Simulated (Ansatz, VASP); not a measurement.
# Cross-check of Ni between VASP and Ansatz, part 2 of 2

Aim: how closely do two programs agree when they are given the same cell, functional and k mesh? The structure shown is frame 250 of Ansatz's trajectory.

VASP 6.6.1 and Ansatz 0.2.0.

So far: The starting structure; Ansatz: dynamics, PBE with D3(BJ).

**3. VASP: single point, PBE with D3(BJ)**

Level of this step: PBE with D3(BJ), no spin polarisation; plane waves and PAW (Ni) (VASP).

The same cell, functional, mesh and smearing now go to VASP, with its own data sets.

Lines of VASP's logs that name or quote its potential files are left out, and so is its time.

The input, INCAR:

```
SYSTEM = Ni
PREC = Accurate
ENCUT = 520
EDIFF = 1E-06
NELM = 120
ISMEAR = -1
SIGMA = 0.153
LREAL = Auto
ALGO = Normal
GGA = PE
IVDW = 12
NBANDS = 280
LASPH = .TRUE.
LORBIT = 11
LWAVE = .FALSE.
LCHARG = .FALSE.
ISIF = 2
GGA_COMPAT = .FALSE.
NCORE = 2
```

The input, POSCAR:

```
Ni
1.0
    8.4296000000      0.0000000000      0.0000000000
    0.0000000000      8.4296000000      0.0000000000
    0.0000000000      0.0000000000      8.4296000000
Ni
48
Direct
    0.2270926260      0.1402439024      0.7635119104
    0.2346967828      0.4432357407      0.7988635285
    0.7395724590      0.3144158679      0.5414254532
    0.9059741862      0.7420755433      0.7395605960
    0.9394514568      0.1299112651      0.8097299991
    0.1779087976      0.9060216380      0.0081735788
    0.5282812945      0.4769502705      0.1157350289
    0.3121856316      0.3114975800      0.5405001424
    0.7650066433      0.0112104963      0.6270997438
    0.6892379235      0.3833515232      0.8190186960
    0.6685607858      0.1430672867      0.8628997817
    0.1620717472      0.1838284142      0.0587335105
    0.8897100693      0.0590063585      0.0950697542
    0.5564795483      0.8005480687      0.1141691183
    0.1923578818      0.8191135997      0.4342673436
    0.5005812850      0.2022160008      0.6634122616
    0.0903008446      0.6073360539      0.5763618677
    0.0611654171      0.3114738540      0.6249762741
    0.0334772706      0.9910553288      0.5916057701
    0.7777949132      0.8966024485      0.9133648097
    0.6570181266      0.5143423175      0.3838616304
    0.4690969916      0.2981754769      0.2989228433
    0.5047807725      0.7509846256      0.3813585461
    0.3478100978      0.0031080953      0.5213533264
    0.1894277309      0.3579410648      0.2471054380
    0.8715360159      0.3291022113      0.9983273228
    0.0099055708      0.5772041378      0.3210235361
    0.6158892474      0.0855082092      0.1493783809
    0.3760558034      0.9605200721      0.2307938692
    0.4976155452      0.8436343361      0.7618273702
    0.7906187719      0.5596232324      0.1329007308
    0.4121429249      0.0032860397      0.9334962513
    0.0689712442      0.5733249502      0.0092531081
    0.1829624181      0.8039408750      0.7475562304
    0.1181787985      0.1004080858      0.3583444054
    0.9133292208      0.7908204423      0.1435180791
    0.3468966499      0.6567452785      0.9288578343
    0.9319422037      0.4799753250      0.7600716523
    0.3875628737      0.6043465882      0.6372425738
    0.8133600645      0.8192322293      0.4360467875
    0.6620598842      0.6835199772      0.5935394325
    0.2977602733      0.5290998387      0.3778826991
    0.8836125083      0.0782124893      0.3706344311
    0.4656448705      0.2755409509      0.9656330075
    0.6420233463      0.6298044984      0.8697921610
    0.8861630445      0.3317357882      0.2559314795
    0.5865165607      0.0924124514      0.4048353421
    0.2728717851      0.6729263547      0.1854061877
```

The input, KPOINTS:

```
Automatic mesh
0
Gamma
1 1 1
0 0 0
```

Potentials, in the order of the species: Ni (PBE family, release 64).

Launch:

```bash
$ mpirun -np 8 vasp_gam
```

Numbers of over 12 decimals in the logs are rounded to 6 here.

The log of the run:

```text
[banner, memory and clock lines left out]
running    8 mpi-ranks, on    1 nodes
[...]
LDA part: xc-table for (Slater+PW92), standard interpolation
 POSCAR, INCAR and KPOINTS ok, starting setup
[...]
entering main loop
       N       E                     dE             d eps       ncg     rms          rms(c)
DAV:   1     0.508038373708E+04    0.50804E+04   -0.23077E+05   560   0.277E+03
DAV:   2     0.393802885362E+03   -0.46866E+04   -0.45590E+04   560   0.593E+02
DAV:   3    -0.232399558046E+03   -0.62620E+03   -0.55362E+03   560   0.230E+02
DAV:   4    -0.284450307312E+03   -0.52051E+02   -0.45656E+02   600   0.676E+01
[...]
DAV:  41    -0.243951599981E+03    0.10233E-05   -0.98453E-06   624   0.287E-02    0.343E-02
DAV:  42    -0.243951597733E+03    0.22475E-05   -0.10604E-05   592   0.304E-02    0.215E-02
DAV:  43    -0.243951596997E+03    0.73620E-06   -0.45409E-06   376   0.200E-02
   1 F= -.26411146E+03 E0= -.25955201E+03  d E =-.911891E+01
```

OUTCAR, selected parts (step 3):

```text
 Edisp (eV)  -20.15987

  Total     -23.01994   -10.38062   -10.31415     2.01772     2.01156    -4.11196
  in kB     -61.57350   -27.76596   -27.58819     5.39699     5.38050   -10.99863
  external pressure =      -38.98 kB  Pullay stress =        0.00 kB

 POSITION                                       TOTAL-FORCE (eV/Angst)
 -----------------------------------------------------------------------------------
      1.91430      1.18220      6.43610         0.359663     -0.525646      0.492215
      1.97840      3.73630      6.73410        -0.106931     -0.735032      0.620212
      6.23430      2.65040      4.56400         0.704620     -0.627453      0.312482
      7.63700      6.25540      6.23420        -0.074720      0.910574     -0.353254
      7.91920      1.09510      6.82570         0.711154     -0.017907      0.569093
      1.49970      7.63740      0.06890        -1.572093     -0.630956      0.613211
      4.45320      4.02050      0.97560        -0.123094      2.038587     -0.239095
      2.63160      2.62580      4.55620        -0.546979      0.322283     -1.034677
      6.44870      0.09450      5.28620        -1.474368     -0.064468      0.431022
      5.81000      3.23150      6.90400        -1.079999      1.771563     -1.713116
      5.63570      1.20600      7.27390         0.509265     -3.091243      0.990471
      1.36620      1.54960      0.49510        -0.174054     -0.656167     -1.213010
      7.49990      0.49740      0.80140         1.050860      0.709365      0.110997
      4.69090      6.74830      0.96240         0.968782     -0.999383     -1.241065
[...]
-----------------------------------------------------------------------------------
    total drift:                                0.000830     -0.003114      0.001541

  FREE ENERGIE OF THE ION-ELECTRON SYSTEM (eV)
  ---------------------------------------------------
  free  energy   TOTEN  =      -264.1114637537 eV

  energy  without entropy=     -254.9925501651  energy(sigma->0) =     -259.55200696

[... 3 further parts left out ...]
[key lines of the parts left out:]
E-fermi :   7.4446
```

Dispersion corrections of this kind ignore metallic screening and tend to overbind metals.

**4. Side by side**

Known differences besides the potentials themselves: the data sets hold 864 valence electrons in Ansatz (on its default PAW (the set named soft_2) files) and 480 in VASP; the cutoff is 420 eV in Ansatz and 520 eV in VASP (PREC = Accurate, projectors in real space). Total energies have different zeros and are not compared.

Forces on 7 of the 48 atoms, those with the largest forces and the largest differences (eV/Å; atoms numbered as in POSCAR):

```csv
atom,"Ansatz x, y, z","VASP x, y, z"
Ni10,"-1.093, 1.797, -1.724","-1.080, 1.772, -1.713"
Ni11,"0.513, -3.129, 1.007","0.509, -3.091, 0.990"
Ni18,"-0.898, -1.291, -2.091","-0.889, -1.281, -2.072"
Ni35,"4.257, 0.929, -1.158","4.180, 0.919, -1.148"
Ni42,"2.138, 1.211, 3.779","2.110, 1.203, 3.731"
Ni43,"-4.053, -0.106, 0.260","-3.974, -0.098, 0.247"
Ni48,"-0.430, 2.021, -1.710","-0.418, 1.985, -1.686"
```

The forces differ by 14 meV/Å r.m.s., which is 1.3 % of the r.m.s. force of 1.073 eV/Å (both taken over all components). VASP's last cycles still show a density residual of 2e-03, so its state may not be settled.

**5. Outcome**

```json
{"r.m.s. force difference (single point, PBE with D3(BJ))": "1.3 % of the r.m.s. force"}
```

The r.m.s. force difference is 1.3 % of the r.m.s. force (single point, PBE with D3(BJ)), within the 3 % picked in this series as the mark of a large difference. The data sets hold unlike numbers of valence electrons (864 in Ansatz and 480 in VASP), so part of the differences comes from the potentials. 2 further runs of this series are not shown here. How closely two codes agree says nothing of how well the functional describes the real material.

[Lines on the potential files, build, host, timing and source positions are cut from VASP's logs without a mark.]

[Logs are printed without paths, hosts, clocks, repeated set-up lines and the standing remarks that a program may print on its own settings, such as how far it seeks lower states.]

[Hosts, paths, dates, database ids (printed as entryN), source tags and the programs' standing remarks are cut or masked in the printed files.]
